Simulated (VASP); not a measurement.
Here is the system:

```yaml
crystal:
  lattice:
    - [-1.59360, 1.59360, 1.59360]
    - [1.59360, -1.59360, 1.59360]
    - [1.59360, 1.59360, -1.59360]
  atoms:
    - { symbol: W, position: [0.00000, 0.00000, 0.00000] }
```

Computed with PBE GGA, VASP's PBE PAW potentials (set 64) (plane waves; VASP). Run with 520 eV cut-off, Gaussian smearing of 0.050 eV, potentials W_sv.

**Question.** Give the energies of bands 5 to 10 at the high-symmetry points, in eV from the Fermi level.

**Answer.** 
| band | Γ | H | N | P |
|---|---|---|---|---|
| 5 | -9.54 | -5.69 | -6.17 | -2.94 |
| 6 | -1.22 | -5.69 | -3.50 | -2.94 |
| 7 | -1.22 | 4.99 | 0.58 | -2.94 |
| 8 | -1.22 | 4.99 | 2.06 | 3.18 |
| 9 | 2.18 | 4.99 | 3.02 | 3.18 |
| 10 | 2.18 | 8.05 | 5.93 | 6.39 |

It has no gap at this level: it comes out as a metal or semimetal.

The compound is W in the bcc structure. It was relaxed first.
